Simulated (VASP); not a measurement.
Consider the following.

```
CELL_PARAMETERS angstrom
      0.00000     3.73935     3.73935
      3.73935     0.00000     3.73935
      3.73935     3.73935     0.00000
ATOMIC_POSITIONS crystal
  Na 0.50000 0.50000 0.50000
  Na 0.75000 0.75000 0.75000
  Tl 0.00000 0.00000 0.00000
  Tl 0.25000 0.25000 0.25000
```

Calculation: PBE GGA, VASP's PBE PAW potentials (set 64) (plane waves; VASP). Numerical set-up: 400 eV cut-off, 6×6×6 Γ-centred mesh, first-order Methfessel-Paxton smearing of 0.10 eV, potentials Na_pv Tl_d.

Give the stress tensor in GPa (positive for a compressed cell).

```
1.54  0.00  0.00
0.00  1.54  0.00
0.00  0.00  1.54
```
The pressure is its mean diagonal, 1.54 GPa.

The structure comes from a computed database's NaTl entry (Fd-3m); how it stands against other phases isn't given here. The cell was not relaxed at this level.
